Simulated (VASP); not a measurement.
Input of a VASP 6.6.1 run:

The input INCAR:

```
PREC = Accurate
ENCUT = 520
EDIFF = 1E-6
ISMEAR = 0
SIGMA = 0.1
LREAL = F
LASPH = T
NELM = 120
ALGO = Normal
ISIF = 2
LWAVE = F
LCHARG = T
ISPIN = 2
MAGMOM = 4 4 4 0.6
LORBIT = 11
LMAXMIX = 6
GGA = PS
LELF = T
LVHAR = T
```

The input KPOINTS:

```
Automatic mesh
0
Gamma
  8 8 8
```

The input POSCAR:

```
Pm3Cu
6.0402
   -0.387203072746      0.387203072746      0.836754908778
    0.387203072746     -0.387203072746      0.836754908778
    0.387203072746      0.387203072746     -0.836754908778
Pm Cu
3 1
Direct
    0.5000000000      0.5000000000      0.0000000000
    0.2500000000      0.7500000000      0.5000000000
    0.7500000000      0.2500000000      0.5000000000
    0.0000000000      0.0000000000      0.0000000000
```

Potentials or basis: VASP PAW PBE potentials, release 64 (Pm_3, Cu_pv), 4f in core.

Run with:

```sh
$ cat potpaw_PBE.64/Pm_3/POTCAR potpaw_PBE.64/Cu_pv/POTCAR > POTCAR
$ mpirun -np 1 vasp_std > vasp.out
```

Q: Estimate the pressure.

A: -3.5 GPa.

Q: What does it give for the net moment?

A: 0.00 μB per cell.

Q: What does it give for the band gap on the k mesh?

A: None (metal or under the smearing width).

Caveat: the magnetic or orbital state may not be the lowest; the PAW data sets were made with another functional, which shifts forces and pressure a little; spin-orbit coupling is left out, which moves the levels of the heavy elements; the 4f electrons are frozen in the core as for a trivalent ion, so they carry no moment and show no levels. The state reached can hang on the start; a lower one may exist.
